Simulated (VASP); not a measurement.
Consider the following.

```yaml
crystal:
  lattice:
    - [0.00000, 3.06483, 3.06483]
    - [3.06483, 0.00000, 3.06483]
    - [12.25159, 12.25159, 0.00771]
  atoms:
    - { symbol: Hg, position: [0.00122, 0.00122, 0.99909] }
    - { symbol: Hg, position: [0.99970, 0.99970, 0.25023] }
    - { symbol: Hg, position: [0.99913, 0.99913, 0.50065] }
    - { symbol: Se, position: [0.25035, 0.25035, 0.06224] }
    - { symbol: Se, position: [0.24956, 0.24956, 0.31283] }
    - { symbol: Se, position: [0.24862, 0.24862, 0.56354] }
    - { symbol: Se, position: [0.25223, 0.25223, 0.81083] }
    - { symbol: Cd, position: [0.99920, 0.99920, 0.75060] }
```

These are PBEsol GGA, VASP's PBE PAW potentials (set 64) (plane waves; VASP 6.6.1) values and carry that method's errors. Settings: 400 eV cut-off, 10×10×3 Γ-centred mesh, tetrahedra with Blöchl corrections, potentials Hg Se Cd.

The cores are frozen, which limits the accuracy of field gradients.

Question: Give the principal components of the electric field gradient (V/Å²) and the asymmetry η at each nucleus.

Answer: 
| atom | Vxx | Vyy | Vzz | η |
|---|---|---|---|---|
| Hg1 | 1.3 | 1.3 | -2.6 | 0.00 |
| Hg2 | -1.2 | -1.2 | 2.4 | 0.00 |
| Hg3 | 0.5 | 0.5 | -1.0 | 0.00 |
| Se4 | 0.2 | 0.2 | -0.4 | - |
| Se5 | 1.3 | 1.3 | -2.7 | 0.00 |
| Se6 | 25.5 | 25.5 | -51.1 | 0.00 |
| Se7 | -22.6 | -22.6 | 45.3 | 0.00 |
| Cd8 | -2.3 | -2.3 | 4.6 | 0.00 |

The structure was generated: CdHg3Se4 was put into an ordered model structure (R3m), which need not be its known phase. It was relaxed first.
